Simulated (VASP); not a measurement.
These are PBEsol GGA, VASP's PBE PAW potentials (set 64) (plane waves; VASP) values and carry that method's errors.

VASP ran on this input.

**POSCAR**
```
SiGe
1
    3.6427228220     0.0000000000    -0.0000000000
   -1.8213614110     3.1546904750     0.0000000000
    0.0000000000     0.0000000000     6.0619063013
Si Ge
2 2
Direct
  0.0000000000   0.0000000000   0.0000000000
  0.0000000000   0.0000000000   0.5000000000
  0.3333330000   0.6666670000   0.2500000000
  0.6666670000   0.3333330000   0.7500000000
```

KPOINTS:
```
Automatic mesh
0
Gamma
9 9 5
0 0 0
```

**INCAR**
```
ALGO = Normal
EDIFF = 1E-6
EDIFFG = -0.02
ENCUT = 400
GGA = PS
IBRION = 2
ISIF = 3
ISMEAR = 1
LASPH = .TRUE.
LCHARG = .FALSE.
LMAXMIX = 4
LREAL = .FALSE.
LWAVE = .FALSE.
NELM = 100
NSW = 60
PREC = Accurate
SIGMA = 0.1
SYSTEM = SiGe
```

POTCAR, in this order: Si Ge_d (PBE.64 set). Program: vasp_std.

What VASP printed:

**OUTCAR**
```
 ion  position               nearest neighbor table
   1  0.000  0.000  0.000-   3 2.59   4 2.59   3 2.59   4 2.59   4 2.59   3 2.59   2 3.03   2 3.03
  LATTYP: Found a hexagonal cell.
 ALAT       =     3.6427228220
 C/A-ratio  =     1.6641140700
 Subroutine PRICEL returns:
 Original cell was already a primitive cell.
 Subroutine GETGRP returns: Found 24 space group operations
The static configuration has the point symmetry D_3d.
 The point group associated with its full space group is D_6h.
The dynamic configuration has the point symmetry D_3d.
 Subroutine INISYM returns: Found 24 space group operations
 Subroutine IBZKPT returns following result:
 Found     36 irreducible k-points:

 Following reciprocal coordinates:
            Coordinates               Weight
  0.000000  0.000000  0.000000      1.000000
  0.111111 -0.000000  0.000000      6.000000
  0.222222 -0.000000  0.000000      6.000000
  0.333333  0.000000  0.000000      6.000000
  0.444444 -0.000000  0.000000      6.000000
  0.111111  0.111111  0.000000      6.000000
  0.222222  0.111111  0.000000     12.000000
  0.333333  0.111111  0.000000     12.000000
  0.444444  0.111111  0.000000      6.000000
  0.222222  0.222222  0.000000      6.000000
  0.333333  0.222222  0.000000     12.000000
  0.333333  0.333333  0.000000      2.000000
  0.000000  0.000000  0.200000      2.000000
  0.111111 -0.000000  0.200000     12.000000
  0.222222 -0.000000  0.200000     12.000000
  0.333333  0.000000  0.200000     12.000000
  0.444444 -0.000000  0.200000     12.000000
  0.111111  0.111111  0.200000     12.000000
  0.222222  0.111111  0.200000     24.000000
  0.333333  0.111111  0.200000     24.000000
  0.444444  0.111111  0.200000     12.000000
  0.222222  0.222222  0.200000     12.000000
  0.333333  0.222222  0.200000     24.000000
...
```

### OSZICAR
```
       N       E                     dE             d eps       ncg     rms          rms(c)
DAV:   1     0.225662546908E+03    0.22566E+03   -0.15843E+04  1758   0.326E+03
DAV:   2     0.128004680265E+02   -0.21286E+03   -0.20850E+03  1626   0.608E+02
DAV:   3    -0.192563952620E+02   -0.32057E+02   -0.31612E+02  1944   0.151E+02
DAV:   4    -0.203058641165E+02   -0.10495E+01   -0.10460E+01  1838   0.309E+01
DAV:   5    -0.203295543994E+02   -0.23690E-01   -0.23687E-01  1992   0.499E+00    0.446E+00
DAV:   6    -0.202621889315E+02    0.67365E-01   -0.50968E-02  2184   0.356E+00    0.250E+00
DAV:   7    -0.202290750199E+02    0.33114E-01   -0.33415E-02  2150   0.241E+00    0.198E-01
DAV:   8    -0.202284886745E+02    0.58635E-03   -0.41038E-03  1904   0.109E+00    0.975E-02
DAV:   9    -0.202285086983E+02   -0.20024E-04   -0.16640E-04  1882   0.118E-01    0.230E-02
DAV:  10    -0.202285066136E+02    0.20847E-05   -0.20517E-05  2228   0.703E-02    0.726E-03
DAV:  11    -0.202285062320E+02    0.38158E-06   -0.33802E-06  1612   0.143E-02
   1 F= -.20228506E+02 E0= -.20228928E+02  d E =-.202285E+02
       N       E                     dE             d eps       ncg     rms          rms(c)
DAV:   1    -0.202980494741E+02   -0.69543E-01   -0.11168E+00  1916   0.990E+00    0.153E+00
DAV:   2    -0.202633001468E+02    0.34749E-01   -0.51569E-02  2004   0.274E+00    0.931E-01
DAV:   3    -0.202446206780E+02    0.18679E-01   -0.26147E-02  2298   0.167E+00    0.812E-02
DAV:   4    -0.202447072493E+02   -0.86571E-04   -0.40841E-03  1752   0.680E-01    0.541E-02
DAV:   5    -0.202447107722E+02   -0.35230E-05   -0.14304E-04  2502   0.156E-01    0.201E-02
DAV:   6    -0.202447101013E+02    0.67088E-06   -0.10641E-05  2014   0.436E-02    0.494E-03
DAV:   7    -0.202447098681E+02    0.23324E-06   -0.92024E-07  1002   0.146E-02
   2 F= -.20244710E+02 E0= -.20244546E+02  d E =-.162036E-01
       N       E                     dE             d eps       ncg     rms          rms(c)
DAV:   1    -0.203391018847E+02   -0.94392E-01   -0.18246E+00  1940   0.125E+01    0.193E+00
DAV:   2    -0.202841602551E+02    0.54942E-01   -0.80195E-02  1952   0.357E+00    0.118E+00
DAV:   3    -0.202538519693E+02    0.30308E-01   -0.43129E-02  2294   0.210E+00    0.981E-02
DAV:   4    -0.202539636191E+02   -0.11165E-03   -0.63389E-03  1770   0.867E-01    0.688E-02
DAV:   5    -0.202539707146E+02   -0.70954E-05   -0.22318E-04  2510   0.205E-01    0.303E-02
DAV:   6    -0.202539692030E+02    0.15115E-05   -0.19016E-05  1986   0.501E-02    0.447E-03
DAV:   7    -0.202539688109E+02    0.39210E-06   -0.19259E-06  1140   0.224E-02
   3 F= -.20253969E+02 E0= -.20253611E+02  d E =-.254626E-01
       N       E                     dE             d eps       ncg     rms          rms(c)
DAV:   1    -0.202678661744E+02   -0.13897E-01   -0.26894E-01  1994   0.479E+00    0.737E-01
DAV:   2    -0.202600875085E+02    0.77787E-02   -0.11825E-02  1958   0.143E+00    0.450E-01
DAV:   3    -0.202557859821E+02    0.43015E-02   -0.61081E-03  2398   0.897E-01    0.377E-02
DAV:   4    -0.202558116516E+02   -0.25669E-04   -0.98442E-04  1788   0.360E-01    0.267E-02
DAV:   5    -0.202558125344E+02   -0.88281E-06   -0.34897E-05  2332   0.856E-02    0.102E-02
DAV:   6    -0.202558123031E+02    0.23130E-06   -0.25936E-06  1304   0.200E-02
   4 F= -.20255812E+02 E0= -.20255397E+02  d E =-.273061E-01
       N       E                     dE             d eps       ncg     rms          rms(c)
DAV:   1    -0.203067530199E+02   -0.50940E-01   -0.10780E+00  1962   0.946E+00    0.149E+00
DAV:   2    -0.202755550184E+02    0.31198E-01   -0.55340E-02  1934   0.302E+00    0.912E-01
DAV:   3    -0.202573848335E+02    0.18170E-01   -0.25731E-02  2298   0.167E+00    0.692E-02
DAV:   4    -0.202575685935E+02   -0.18376E-03   -0.43247E-03  1698   0.765E-01    0.551E-02
DAV:   5    -0.202575679158E+02    0.67779E-06   -0.17691E-04  2254   0.161E-01    0.170E-02
DAV:   6    -0.202575675620E+02    0.35376E-06   -0.82884E-06  1954   0.368E-02
   5 F= -.20257568E+02 E0= -.20257576E+02  d E =-.290613E-01
       N       E                     dE             d eps       ncg     rms          rms(c)
DAV:   1    -0.202637084424E+02   -0.61405E-02   -0.12244E-01  1972   0.323E+00    0.502E-01
DAV:   2    -0.202600412989E+02    0.36671E-02   -0.66090E-03  1892   0.106E+00    0.308E-01
DAV:   3    -0.202579320824E+02    0.21092E-02   -0.31751E-03  2544   0.793E-01    0.251E-02
DAV:   4    -0.202579470807E+02   -0.14998E-04   -0.45727E-04  1732   0.239E-01    0.187E-02
DAV:   5    -0.202579462190E+02    0.86178E-06   -0.21029E-05  2050   0.579E-02    0.485E-03
DAV:   6    -0.202579461641E+02    0.54858E-07   -0.80315E-07  1014   0.126E-02
   6 F= -.20257946E+02 E0= -.20257967E+02  d E =-.294399E-01
       N       E                     dE             d eps       ncg     rms          rms(c)
DAV:   1    -0.204702026854E+02   -0.21226E+00   -0.33983E+00  1932   0.331E+01    0.273E+00
DAV:   2    -0.203173717169E+02    0.15283E+00   -0.27689E-01  1940   0.916E+00    0.144E+00
DAV:   3    -0.202622374043E+02    0.55134E-01   -0.99328E-02  2074   0.500E+00    0.283E-01
DAV:   4    -0.202595795452E+02    0.26579E-02   -0.91262E-03  1928   0.154E+00    0.136E-01
DAV:   5    -0.202593323700E+02    0.24718E-03   -0.32048E-04  2214   0.213E-01    0.541E-02
DAV:   6    -0.202593154272E+02    0.16943E-04   -0.99308E-05  1940   0.175E-01    0.137E-02
DAV:   7    -0.202593146967E+02    0.73055E-06   -0.37874E-06  1586   0.152E-02
   7 F= -.20259315E+02 E0= -.20258931E+02  d E =-.136853E-02
       N       E                     dE             d eps       ncg     rms          rms(c)
DAV:   1    -0.203049022325E+02   -0.45587E-01   -0.66464E-01  1932   0.139E+01    0.125E+00
DAV:   2    -0.202733373591E+02    0.31565E-01   -0.57530E-02  1848   0.428E+00    0.654E-01
DAV:   3    -0.202621604146E+02    0.11177E-01   -0.19298E-02  2042   0.228E+00    0.140E-01
DAV:   4    -0.202616156777E+02    0.54474E-03   -0.15610E-03  2020   0.639E-01    0.681E-02
DAV:   5    -0.202615666423E+02    0.49035E-04   -0.69265E-05  2104   0.111E-01    0.240E-02
DAV:   6    -0.202615671390E+02   -0.49674E-06   -0.11586E-05  1722   0.531E-02    0.733E-03
DAV:   7    -0.202615673297E+02   -0.19065E-06   -0.49936E-07   960   0.928E-03
   8 F= -.20261567E+02 E0= -.20261510E+02  d E =-.362117E-02
```

File OUTCAR:
```
------------------------ aborting loop because EDIFF is reached ----------------------------------------
  FORCE on cell =-STRESS in cart. coord.  units (eV):
  Direction    XX          YY          ZZ          XY          YZ          ZX
  --------------------------------------------------------------------------------------
  Total       -0.0096431     -0.0096431      0.0188580      0.0000000      0.0000000      0.0000000
  in kB       -0.2202066     -0.2202066      0.4306352      0.0000000      0.0000000      0.0000000
  external PRESSURE =      -0.0032594 kB  Pullay stress =       0.0000000 kB
  volume of cell :       70.16
      direct lattice vectors                 reciprocal lattice vectors
     3.743065293 -0.000000000  0.000000000     0.267160715  0.154245312  0.000000000
    -1.871532647  3.241589602 -0.000000000     0.000000000  0.308490624  0.000000000
     0.000000000  0.000000000  5.782434083    -0.000000000  0.000000000  0.172937553
 POSITION                                       TOTAL-FORCE (eV/Angst)
 -----------------------------------------------------------------------------------
      0.00000      0.00000      0.00000         0.000000      0.000000      0.000000
      0.00000      0.00000      2.89122         0.000000      0.000000      0.000000
     -0.00000      2.16106      1.44561         0.000000      0.000000      0.000000
      1.87153      1.08053      4.33683        -0.000000     -0.000000     -0.000000
 -----------------------------------------------------------------------------------
    total drift:                                0.000000     -0.000000      0.000000
  FREE ENERGIE OF THE ION-ELECTRON SYSTEM (eV)
  ---------------------------------------------------
  free  energy   TOTEN  =       -20.2615673297 eV

  energy  without entropy=      -20.2613962851  energy(sigma->0) =      -20.26151031

 reached required accuracy - stopping structural energy minimisation
```
(Selected blocks of OUTCAR.)

CONTCAR:
```
SiGe
   1.00000000000000
     3.7430652933864241   -0.0000000000000000    0.0000000000000000
    -1.8715326466932121    3.2415896019824695   -0.0000000000000000
     0.0000000000000000    0.0000000000000000    5.7824340827383631
  Si              Ge
     2     2
Direct
     0.0000000000000000    0.0000000000000000    0.0000000000000000
     0.0000000000000000    0.0000000000000000    0.5000000000000000
     0.3333330000000032    0.6666669999999968    0.2500000000000000
     0.6666669999999968    0.3333330000000032    0.7500000000000000
```

### OUTCAR
```
 val. band max:        7.3252609000   @ k =   0.3333   0.1111   0.4000

 cond. band min:       7.3711773035   @ k =   0.0000   0.0000   0.4000


 Fermi energy:         7.3514755786

 k-point     1 :       0.0000    0.0000    0.0000
  band No.  band energies     occupation
      1     -17.0709      2.00000
      2     -17.0709      2.00000
      3     -17.0586      2.00000
      4     -17.0586      2.00000
      5     -17.0584      2.00000
      6     -17.0582      2.00000
      7     -17.0580      2.00000
      8     -17.0580      2.00000
      9     -17.0560      2.00000
     10     -17.0560      2.00000
     11      -6.0722      2.00000
     12      -2.2168      2.00000
     13      -1.2795      2.00000
     14       6.4491      2.00000
     15       6.4491      2.00000
     16       7.4835     -0.06844
     17       7.8183     -0.00000
     18       7.8183     -0.00000
     19       9.0786     -0.00000
     20       9.4407      0.00000
     21      10.0623      0.00000
     22      10.0623      0.00000

 k-point     2 :       0.1111   -0.0000    0.0000
  band No.  band energies     occupation
      1     -17.0715      2.00000
      2     -17.0714      2.00000
      3     -17.0607      2.00000
      4     -17.0589      2.00000
      5     -17.0577      2.00000
      6     -17.0575      2.00000
      7     -17.0570      2.00000
      8     -17.0560      2.00000
      9     -17.0554      2.00000
     10     -17.0544      2.00000
     11      -5.9060      2.00000
     12      -2.0798      2.00000
     13      -1.1092      2.00000
     14       4.5808      2.00000
     15       5.8466      2.00000
     16       6.6002      2.00000
     17       8.3071     -0.00000
     18       8.7075     -0.00000
     19       9.0490     -0.00000
     20       9.2427     -0.00000
     21       9.8014      0.00000
     22      10.7650      0.00000

 k-point     3 :       0.2222   -0.0000    0.0000
  band No.  band energies     occupation
      1     -17.0738      2.00000
...
```

The structure was generated: SiGe was put into the NiAs type type (P6_3/mmc), which need not be its known phase. This run relaxes it. Symmetry was kept, so distortions that lower it aren't found. The start is the result of an earlier pass.
